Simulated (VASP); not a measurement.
Here is a VASP 6.6.1 calculation.

File INCAR:

```
PREC = Accurate ; ENCUT = 600
EDIFF = 1E-7 ; ISMEAR = 1
SIGMA = 0.1 ; LREAL = F
LASPH = T ; NELM = 80
ALGO = Normal ; ISIF = 4
LWAVE = F ; LCHARG = F
GGA = PS ; IBRION = 2
NSW = 40 ; EDIFFG = -0.01
```

File KPOINTS:

```
Automatic mesh
0
Gamma
  15 15 7
```

The input POSCAR:

```
Hf                                      
1.0
    3.1559915554     -0.0000000000     -0.0000000000
   -1.5779957777      2.7331688612     -0.0000000000
   -0.0000000000      0.0000000000      4.9901023227
  Hf            
     2
Direct
     0.3333333332999970    0.6666666667000030    0.2500000000000000
     0.6666666667000030    0.3333333332999970    0.7500000000000000
```

Potentials or basis: VASP PAW PBE potentials, release 64 (Hf_pv).

Command:

```bash
$ cat potpaw_PBE.64/Hf_pv/POTCAR > POTCAR
$ mpirun -np 1 vasp_std > vasp.out
```

(1) What does it give for the band gap on the k mesh?

Results:

(1) none (metal or under the smearing width).

Caveat: the relaxation stopped at its first step, so nothing moved.
